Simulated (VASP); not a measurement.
A run of VASP 6.6.1:

Contents of INCAR:

```
SYSTEM = Bi
PREC = Accurate ; ENCUT = 520
EDIFF = 1E-6 ; ISMEAR = 1
SIGMA = 0.2 ; LREAL = .False.
LASPH = .True. ; NELM = 100
ALGO = Fast ; ISIF = 2
LWAVE = .False. ; LCHARG = .True.
GGA = PS ; LELF = .True.
LVHAR = .True. ; NBANDS = 14
```

KPOINTS

```
Automatic mesh
0
Gamma
  16 16 16
  0 0 0
```

File POSCAR:

```
Bi
1.0
   -1.8771250082      1.8771250082      1.8771250082
    1.8771250082     -1.8771250082      1.8771250082
    1.8771250082      1.8771250082     -1.8771250082
Bi
1
Direct
    0.0000000000      0.0000000000      0.0000000000
```

Potentials or basis: VASP PAW PBE potentials, release 64 (Bi_d).

Command:

```console
$ cat potpaw_PBE.64/Bi_d/POTCAR > POTCAR
$ mpirun -np 1 vasp_std > vasp.out
```

Hardware: 1 thread of Intel(R) Xeon(R) Platinum 8488C (Sapphire Rapids), on a shared host.

Problem. How long does it take, and how much memory?

Solution. It took 21 s on 1 thread of Intel(R) Xeon(R) Platinum 8488C (Sapphire Rapids), on a shared host, peak memory 0.17 GiB. Counts: scf iterations 12, k points 145.
